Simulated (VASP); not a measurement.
VASP input:

INCAR:
```
SYSTEM = ZrSi
PREC = Accurate; ENCUT = 400; LREAL = .False.
LASPH = .True.
EDIFF = 1E-6; NELM = 100; ALGO = Normal
LMAXMIX = 4
ISMEAR = 1; SIGMA = 0.1
GGA = PS
IBRION = 2; NSW = 60; ISIF = 3
EDIFFG = -0.02
LWAVE = .False.; LCHARG = .False.
```

File KPOINTS:
```
Automatic mesh
0
Gamma
5 5 5
0 0 0
```

### POSCAR
```
ZrSi
1.0
  5.2623211496   0.0000000000   0.0000000000
  0.0000000000   5.2623211496   0.0000000000
  0.0000000000   0.0000000000   5.2623211496
Zr Si
4 4
Cartesian
  0.7776176703   0.7776176703   0.7776176703
  3.4087782451   1.8535429045   4.4847034793
  4.4847034793   3.4087782451   1.8535429045
  1.8535429045   4.4847034793   3.4087782451
  4.4275702928   4.4275702928   4.4275702928
  1.7964097180   3.4659114316   0.8347508568
  0.8347508568   1.7964097180   3.4659114316
  3.4659114316   0.8347508568   1.7964097180
```

POTCAR, in this order: Zr_sv Si (PBE.64 set). Program: vasp_std.

Translate this PBEsol calculation to Quantum ESPRESSO's pw.x.

One equivalent input (not run):
```
&CONTROL
  calculation = 'vc-relax'
  pseudo_dir = './pseudo'
  outdir = './out'
  tprnfor = .true.
  tstress = .true.
  nstep = 60
  forc_conv_thr = 0.00078
/
&SYSTEM
  ibrav = 0
  nat = 8
  ntyp = 2
  ecutwfc = 66
  occupations = 'smearing'
  smearing = 'methfessel-paxton'
  degauss = 0.00735
  input_dft = 'pbesol'
/
&ELECTRONS
  conv_thr = 7.3e-08
  electron_maxstep = 100
/
&IONS
/
&CELL
/
ATOMIC_SPECIES
  Zr 91.224 Zr.upf
  Si 28.085 Si.upf
CELL_PARAMETERS angstrom
     5.2623211    0.0000000    0.0000000
     0.0000000    5.2623211    0.0000000
     0.0000000    0.0000000    5.2623211
ATOMIC_POSITIONS crystal
  Zr   0.1477709  0.1477709  0.1477709
  Zr   0.6477709  0.3522291  0.8522291
  Zr   0.8522291  0.6477709  0.3522291
  Zr   0.3522291  0.8522291  0.6477709
  Si   0.8413721  0.8413721  0.8413721
  Si   0.3413721  0.6586279  0.1586279
  Si   0.1586279  0.3413721  0.6586279
  Si   0.6586279  0.1586279  0.3413721
K_POINTS automatic
  5 5 5 0 0 0
```
The two are equivalent in intent, not identical: the potentials are each code's own (VASP's PAW set, PseudoDojo norm-conserving files in pw.x), so ENCUT and ecutwfc are chosen apart and not converted; conv_thr bounds pw.x's estimated SCF error, while EDIFF bounds the energy change between steps; forc_conv_thr acts on force components and is met together with etot_conv_thr.

The structure was generated: ZrSi was put into the FeSi type (P2_13), which need not be its known phase. This run relaxes it. Symmetry was kept, so distortions that lower it aren't found. The start is the result of an earlier pass.
